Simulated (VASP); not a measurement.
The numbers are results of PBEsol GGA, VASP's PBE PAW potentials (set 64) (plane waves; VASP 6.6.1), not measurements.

Input for VASP

INCAR:
```
ALGO = Normal
EDIFF = 1E-7   ! SCF stop (eV)
SYSTEM = NiAl
LCHARG = F
PREC = Accurate
SIGMA = 0.1   ! width (eV)
NELM = 100
ENCUT = 480   ! plane-wave cut-off (eV)
LREAL = F   ! projection in real space or not
LWAVE = F
ISIF = 2
ISMEAR = 1   ! Methfessel-Paxton
LASPH = T   ! aspherical one-centre terms
LMAXMIX = 4   ! l cut-off of mixed one-centre charges
GGA = PS   ! PBEsol
```

File POSCAR:
```
NiAl
1
    2.7769179173     0.0000000000     0.0000000000
    0.0000000000     2.7769179173     0.0000000000
    0.0000000000     0.0000000000     2.7769179173
Al Ni
1 1
Direct
  0.5000000000   0.5000000000   0.5000000000
  0.0000000000   0.0000000000   0.0000000000
```

### KPOINTS
```
kpoints
0
G
12 12 12
0 0 0
```

POTCAR, in this order: Al Ni (PBE.64 set). Program: vasp_std.

The run wrote:

**OSZICAR**
```
       N       E                     dE             d eps       ncg     rms          rms(c)
DAV:   1     0.394008240832E+02    0.39401E+02   -0.55528E+03  1680   0.132E+03
DAV:   2    -0.119584561848E+02   -0.51359E+02   -0.48972E+02  1692   0.209E+02
DAV:   3    -0.131901089670E+02   -0.12317E+01   -0.12110E+01  2032   0.412E+01
DAV:   4    -0.132088358892E+02   -0.18727E-01   -0.18713E-01  2012   0.459E+00
DAV:   5    -0.132093312601E+02   -0.49537E-03   -0.49535E-03  1938   0.753E-01    0.136E+01
DAV:   6    -0.146782722042E+02   -0.14689E+01   -0.59927E+01  1850   0.139E+02    0.148E+01
DAV:   7    -0.114941235793E+02    0.31841E+01   -0.16865E+01  1832   0.818E+01    0.113E+00
DAV:   8    -0.114865209915E+02    0.76026E-02   -0.32557E-01  2000   0.721E+00    0.111E+00
DAV:   9    -0.114700691169E+02    0.16452E-01   -0.54985E-02  1968   0.395E+00    0.199E-01
DAV:  10    -0.114697124976E+02    0.35662E-03   -0.12415E-03  1932   0.553E-01    0.106E-01
DAV:  11    -0.114697078420E+02    0.46556E-05   -0.52445E-05  2438   0.978E-02    0.328E-02
DAV:  12    -0.114697049102E+02    0.29319E-05   -0.11813E-05  1880   0.593E-02    0.575E-03
DAV:  13    -0.114697048812E+02    0.28957E-07   -0.24645E-07  1638   0.519E-03
   1 F= -.11469705E+02 E0= -.11469921E+02  d E =0.647869E-03
```

### OUTCAR
```
------------------------ aborting loop because EDIFF is reached ----------------------------------------
  FORCE on cell =-STRESS in cart. coord.  units (eV):
  Direction    XX          YY          ZZ          XY          YZ          ZX
  --------------------------------------------------------------------------------------
  Total        2.5798162      2.5798162      2.5798162      0.0000000      0.0000000      0.0000000
  in kB      193.0235149    193.0235149    193.0235149      0.0000000      0.0000000      0.0000000
  external PRESSURE =     193.0235149 kB  Pullay stress =       0.0000000 kB
  volume of cell :       21.41
      direct lattice vectors                 reciprocal lattice vectors
     2.776917917  0.000000000  0.000000000     0.360111472  0.000000000  0.000000000
     0.000000000  2.776917917  0.000000000     0.000000000  0.360111472  0.000000000
     0.000000000  0.000000000  2.776917917     0.000000000  0.000000000  0.360111472
 POSITION                                       TOTAL-FORCE (eV/Angst)
 -----------------------------------------------------------------------------------
      1.38846      1.38846      1.38846         0.000000      0.000000      0.000000
      0.00000      0.00000      0.00000         0.000000      0.000000      0.000000
 -----------------------------------------------------------------------------------
    total drift:                                0.000000      0.000000      0.000000
  FREE ENERGIE OF THE ION-ELECTRON SYSTEM (eV)
  ---------------------------------------------------
  free  energy   TOTEN  =       -11.4697048812 eV

  energy  without entropy=      -11.4703527499  energy(sigma->0) =      -11.46992084
```
(Selected blocks of OUTCAR.)

The compound is NiAl in the CsCl type structure. This cell was strained or had an atom moved on purpose. The run is not spin-polarised, so no magnetic state was tried. The electron count is odd and the run is not spin-polarised, which forces a metal.
